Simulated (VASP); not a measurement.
Consider the following.

```
CELL_PARAMETERS angstrom
      2.85600     0.00000     0.00000
      0.00000     2.85600     0.00000
      0.00000     0.00000     3.74340
ATOMIC_POSITIONS crystal
  Cu 0.00000 0.00000 0.00000
  Au 0.50000 0.50000 0.50000
```

Computed with PBE GGA + U (Dudarev), VASP's PBE PAW potentials (set 64) (plane waves; VASP). Settings: 400 eV cut-off, 11×11×9 Γ-centred mesh, first-order Methfessel-Paxton smearing of 0.10 eV, potentials Cu Au, U − J: Cu 3.00 eV.

Unless said otherwise, spin-orbit coupling is left out, though it shifts the bands of the heavy elements here.

**Question.** What does the run give for the energy per atom (σ→0), pressure, band gap (on the k-mesh) with the smallest direct gap where there is one?

**Answer.** 
The band gap (on the k-mesh) is none (metal, semimetal or under 0.01 eV) and the energy per atom (σ→0) is -3.039 eV/atom. The pressure comes out as -3.10 GPa.

The absolute energy has meaning only against runs of the same code, potentials and settings.

The compound is CuAu in the L1_0 structure. The cell was not relaxed at this level. The run is one of a series of settings (LDAU = .TRUE., LDAUJ = 0 0, LDAUL = 2 -1, LDAUTYPE = 2, LDAUU = 3.0 0 against the base run), some of them coarse on purpose.
